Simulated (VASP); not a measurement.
An input for Ansatz (written as the equivalent of a VASP run, and not itself run):

Ansatz 0.2 input:
```yaml
crystal:
  lattice:
    - [3.8124630, 0.0000000, 0.0000000]
    - [-1.9062310, 3.3016900, 0.0000000]
    - [0.0000000, 0.0000000, 15.1092110]
  atoms:
    - { symbol: Sn, position: [0.0221390, 0.0205270, 0.5025330] }
    - { symbol: Se, position: [0.3256210, 0.6468950, 0.6028910] }
    - { symbol: Se, position: [0.6522400, 0.3325780, 0.3971090] }
kpoints:
  mp_grid: { grid: [5, 5, 1] }
hamiltonian:
  xc: pbesol
  pseudopotentials: { kind: paw }
scf:
  occupations: { method: gaussian, width: 0.272 }
  max_iter: 100
output: { forces: true, stress: true, eigenvalues: true }
```

Write the VASP files for the same calculation (PBEsol).

One answer among several that fit: 
**INCAR**
```
PREC  =  Accurate
GGA  =  PS   # PBEsol
LCHARG  =  .FALSE.
SYSTEM  =  SnSe2
ISIF  =  2
ISMEAR  =  0   # Gaussian
SIGMA  =  0.272   # width (eV)
ENCUT  =  300   # plane-wave cut-off (eV)
EDIFF  =  1E-6   # SCF stop (eV)
LMAXMIX  =  4
LREAL  =  .FALSE.
ALGO  =  Normal   # blocked Davidson
LWAVE  =  .FALSE.
LASPH  =  .TRUE.
NELM  =  100   # most electronic steps
```

### KPOINTS
```
K-points
0
G
5 5 1
```

POSCAR:
```
SnSe2
3.8124630
  1.0000000000   0.0000000000   0.0000000000
 -0.4999998689   0.8660254539   0.0000000000
  0.0000000000   0.0000000000   3.9631101994
Sn Se
1 2
Cartesian
  0.0118755027   0.0177769045   1.9915936578
  0.0021735848   0.5602275360   2.3893234712
  0.4859510436   0.2880210134   1.5737867282
```

POTCAR, in this order: Sn_d Se (PBE.64 set). Program: vasp_std.

What does not carry over: each code has its own PAW files, so the cut-off isn't converted (ENCUT is set for VASP's; basis.ecutwfc is left out, and Ansatz then takes the one that its files recommend); Ansatz stops its SCF on the density residual and VASP on the energy change (EDIFF).

The cell is a sheet with vacuum, built from a generated structure.
